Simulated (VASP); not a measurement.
Input:

```yaml
crystal:
  lattice:
    - [1.82949, -3.16876, 0.00000]
    - [1.82949, 3.16876, 0.00000]
    - [0.00000, 0.00000, 11.70644]
  atoms:
    - { symbol: La, position: [0.00000, 0.00000, 0.50000] }
    - { symbol: La, position: [0.00000, 0.00000, 0.00000] }
    - { symbol: La, position: [0.33333, 0.66667, 0.25000] }
    - { symbol: La, position: [0.66667, 0.33333, 0.75000] }
```

These are PBEsol GGA, VASP's PBE PAW potentials (set 64) (plane waves; VASP) values and carry that method's errors. Run with 480 eV cut-off, 10×10×4 Γ-centred mesh, first-order Methfessel-Paxton smearing of 0.10 eV, potentials La.

### Question
Estimate the energy per atom (σ→0), band gap (on the k-mesh) with the smallest direct gap where there is one.

### Answer

```json
{
  "band gap (on the k-mesh)": "none (metal, semimetal or under 0.01 eV)",
  "energy per atom (σ→0)": "-5.343 eV/atom"
}
```

Total energies compare only between runs with the same potentials, cut-off and functional.

The compound is La in the dhcp structure. It was relaxed first, which changed the volume by -9 %.
